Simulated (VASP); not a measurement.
Given:

```yaml
crystal:
  lattice:
    - [0.00000, 3.19500, 3.19500]
    - [3.19500, 0.00000, 3.19500]
    - [3.19500, 3.19500, 0.00000]
  atoms:
    - { symbol: Ba, position: [0.00000, 0.00000, 0.00000] }
    - { symbol: S, position: [0.50000, 0.50000, 0.50000] }
```

Calculation: G0W0 on PBE orbitals, VASP's PBE PAW potentials (set 64) (plane waves; VASP). Numerical set-up: PREC = Normal, 500 eV cut-off, 4×4×4 Γ-centred mesh, Gaussian smearing of 0.010 eV, potentials Ba_sv_GW S_GW.

The mesh is coarse and the basis finite, so the quasiparticle values are not converged.

NBANDS = 160, ENCUTGW = 200 eV, NOMEGA = 64. The PBE levels (eV) that the step starts from are:

```
state                           KS energy  filling
------------------------------  ---------  -------
k1 (0.00, 0.00, 0.00), band 5       -7.27        2
k1 (0.00, 0.00, 0.00), band 6        3.01        2
k1 (0.00, 0.00, 0.00), band 7        3.01        2
k1 (0.00, 0.00, 0.00), band 8        3.01        2
k1 (0.00, 0.00, 0.00), band 9        6.69        0
k1 (0.00, 0.00, 0.00), band 10       6.98        0
k1 (0.00, 0.00, 0.00), band 11       6.98        0
k1 (0.00, 0.00, 0.00), band 12       6.98        0
k5 (0.50, 0.25, 0.00), band 5       -6.51        2
k5 (0.50, 0.25, 0.00), band 6        1.89        2
k5 (0.50, 0.25, 0.00), band 7        2.33        2
k5 (0.50, 0.25, 0.00), band 8        2.43        2
k5 (0.50, 0.25, 0.00), band 9        6.50        0
k5 (0.50, 0.25, 0.00), band 10       8.99        0
k5 (0.50, 0.25, 0.00), band 11       9.81        0
k5 (0.50, 0.25, 0.00), band 12       9.95        0
```

Q: Give the quasiparticle energies and renormalisation factors Z.

A: 
```json
[
 {"state": "k1 (0.00, 0.00, 0.00), band 5", "QP energy (eV)": "-8.09", "Z": "0.69"},
 {"state": "k1 (0.00, 0.00, 0.00), band 6", "QP energy (eV)": "2.13", "Z": "0.75"},
 {"state": "k1 (0.00, 0.00, 0.00), band 7", "QP energy (eV)": "2.13", "Z": "0.75"},
 {"state": "k1 (0.00, 0.00, 0.00), band 8", "QP energy (eV)": "2.13", "Z": "0.75"},
 {"state": "k1 (0.00, 0.00, 0.00), band 9", "QP energy (eV)": "6.98", "Z": "0.80"},
 {"state": "k1 (0.00, 0.00, 0.00), band 10", "QP energy (eV)": "7.54", "Z": "0.79"},
 {"state": "k1 (0.00, 0.00, 0.00), band 11", "QP energy (eV)": "7.54", "Z": "0.79"},
 {"state": "k1 (0.00, 0.00, 0.00), band 12", "QP energy (eV)": "7.54", "Z": "0.79"},
 {"state": "k5 (0.50, 0.25, 0.00), band 5", "QP energy (eV)": "-7.43", "Z": "0.71"},
 {"state": "k5 (0.50, 0.25, 0.00), band 6", "QP energy (eV)": "0.90", "Z": "0.74"},
 {"state": "k5 (0.50, 0.25, 0.00), band 7", "QP energy (eV)": "1.38", "Z": "0.74"},
 {"state": "k5 (0.50, 0.25, 0.00), band 8", "QP energy (eV)": "1.50", "Z": "0.74"},
 {"state": "k5 (0.50, 0.25, 0.00), band 9", "QP energy (eV)": "6.94", "Z": "0.79"},
 {"state": "k5 (0.50, 0.25, 0.00), band 10", "QP energy (eV)": "9.59", "Z": "0.77"},
 {"state": "k5 (0.50, 0.25, 0.00), band 11", "QP energy (eV)": "10.68", "Z": "0.76"},
 {"state": "k5 (0.50, 0.25, 0.00), band 12", "QP energy (eV)": "10.70", "Z": "0.76"}
]
```
On the mesh the gap opens from 2.20 to 3.43 eV.

The compound is BaS in the rock salt structure. The cell was not relaxed at this level. The k-mesh is coarse (spacing up to 0.43 per Å, 2π included), so the numbers may not be converged in it.
